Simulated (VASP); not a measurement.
Wanted: the native input for a VASP 6.6.1 run.

```yaml
Task: single point
Functional: PBEsol
Potentials_or_basis: VASP PAW PBE potentials, release 64 (Si, Bi_d, Te)
Cutoff: 520 eV
k_mesh: 8 × 8 × 1
Occupations: gaussian, width 0.1 eV
Spin: no spin polarisation
Further_INCAR_settings: ALGO = Normal; EDIFF = 1e-07; NBANDS = 74
```

The structure of Si3Bi2Te3 lies in POSCAR:

```
Si3Bi2Te3
1.0
    4.1009200000      0.0000000000      0.0000000000
   -2.0504600000      3.5515010000      0.0000000000
    0.0000000000      0.0000000000     31.8997400000
Si Bi Te
6 4 6
Direct
    0.3333330000      0.6666670000      0.0109180000
    0.3333330000      0.6666670000      0.0853630000
    0.0000000000      0.0000000000      0.1064610000
    0.6666670000      0.3333330000      0.9890820000
    0.6666670000      0.3333330000      0.9146370000
    0.0000000000      0.0000000000      0.8935390000
    0.0000000000      0.0000000000      0.3954150000
    0.3333330000      0.6666670000      0.2547080000
    0.6666670000      0.3333330000      0.7452920000
    0.0000000000      0.0000000000      0.6045850000
    0.3333330000      0.6666670000      0.4558990000
    0.6666670000      0.3333330000      0.3210990000
    0.0000000000      0.0000000000      0.1893330000
    0.0000000000      0.0000000000      0.8106670000
    0.6666670000      0.3333330000      0.5441010000
    0.3333330000      0.6666670000      0.6789010000
```

The cell was built by a generator and needn't be a form met in nature.

These files were run (other wordings do the same):

INCAR

```
SYSTEM = Si3Bi2Te3
PREC     = Accurate       ! precision mode
ENCUT    = 520            ! plane-wave cutoff, eV
EDIFF    = 1E-7           ! SCF threshold, eV
ISMEAR   = 0              ! smearing method
SIGMA    = 0.1            ! smearing width, eV
LREAL    = .FALSE.        ! projectors in reciprocal space
LASPH    = .TRUE.         ! aspherical terms in the spheres
NELM     = 100            ! most SCF steps
ALGO     = Normal         ! electronic algorithm
ISIF     = 2              ! what is computed and relaxed
LWAVE    = .FALSE.        ! write WAVECAR
LCHARG   = .FALSE.        ! write CHGCAR
GGA      = PS             ! functional
NBANDS   = 74             ! bands
KPAR     = 4
```

KPOINTS

```
regular mesh
0
G
  8 8 1
  0 0 0
```

Potentials or basis: VASP PAW PBE potentials, release 64 (Si, Bi_d, Te).

The run is started by

```sh
$ cat potpaw_PBE.64/Si/POTCAR potpaw_PBE.64/Bi_d/POTCAR potpaw_PBE.64/Te/POTCAR > POTCAR
$ mpirun -np 4 vasp_std > vasp.out
```

It gave:

* Pressure: -2.3 GPa
* Largest force: 0.101 eV/Å
* Band gap on the k mesh: none (metal or under the smearing width)

Caveat: the PAW data sets were made with another functional, which shifts forces and pressure a little; spin-orbit coupling is left out, which moves the levels of the heavy elements.

It took 14 min on 4 MPI ranks on Intel(R) Xeon(R) Platinum 8375C CPU @ 2.90GHz (Ice Lake) (shared host), peak memory 0.68 GiB a rank.
